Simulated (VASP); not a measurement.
Wanted: the native input for a VASP 6.6.1 run.

```
Task                   : single point
Functional             : PBE
Potentials or basis    : VASP PAW PBE potentials, release 64 (Be, Li_sv)
Cutoff                 : 520 eV
k mesh                 : 5 × 5 × 1
Occupations            : gaussian, width 0.1 eV
Spin                   : no spin polarisation
Dipole correction      : no
Further INCAR settings : LREAL = Auto; ALGO = Fast; EDIFF = 1e-06; NBANDS = 32
```

The structure of LiBe16 lies in POSCAR:

```
LiBe16
1.0
    4.5800000000      0.0000000000      0.0000000000
    2.2900000000      3.9663960000      0.0000000000
    0.0000000000      0.0000000000     18.3826450000
Be Li
16 1
Direct
   -0.1666666667      0.3333333333      0.0543990813
    0.3333333333      0.3333333333      0.0543990813
   -0.1666666667      0.8333333333      0.0543990813
    0.3333333333      0.8333333333      0.0543990813
   -0.0007638463      0.0002001817      0.1558177836
    0.5005755544     -0.0000685761      0.1555655348
   -0.0005815732      0.5006522294      0.1561750227
    0.5002142455      0.4998557885      0.1550505382
   -0.1659392653      0.3332208887      0.2554523030
    0.3329435013      0.3333151808      0.2549205514
   -0.1661286696      0.8325232781      0.2564663029
    0.3319624198      0.8351122782      0.2557956703
   -0.0003759199      0.0003527131      0.3563982767
    0.4989198076     -0.0000610126      0.3544039500
    0.0005704947      0.4992393599      0.3612295728
    0.4980235097      0.5036874785      0.3505157174
    0.5968837938      0.2491337224      0.4631347665
```

The cell was built by a generator and needn't be a form met in nature.

These files were run (other wordings do the same):

INCAR

```
SYSTEM = LiBe16
ALGO = Fast
EDIFF = 1E-6
ENCUT = 520
GGA = PE
ISIF = 2
ISMEAR = 0
LASPH = .TRUE.
LCHARG = .TRUE.
LELF = .TRUE.
LREAL = Auto
LVHAR = .TRUE.
LWAVE = .FALSE.
NBANDS = 32
NELM = 100
PREC = Accurate
SIGMA = 0.1
```

KPOINTS

```
k-points
0
G
  5 5 1
  0 0 0
```

Potentials or basis: VASP PAW PBE potentials, release 64 (Be, Li_sv).

Command:

```sh
$ cat potpaw_PBE.64/Be/POTCAR potpaw_PBE.64/Li_sv/POTCAR > POTCAR
$ mpirun -np 1 vasp_std > vasp.out
```

Results of the run:

| Item | Value |
| --- | --- |
| Largest force | 0.040 eV/Å |
| Band gap on the k mesh | none (metal or under the smearing width) |

It took 4.3 min on 1 thread of Intel(R) Xeon(R) Platinum 8488C (Sapphire Rapids), with other jobs on the host, peak memory 0.44 GiB.
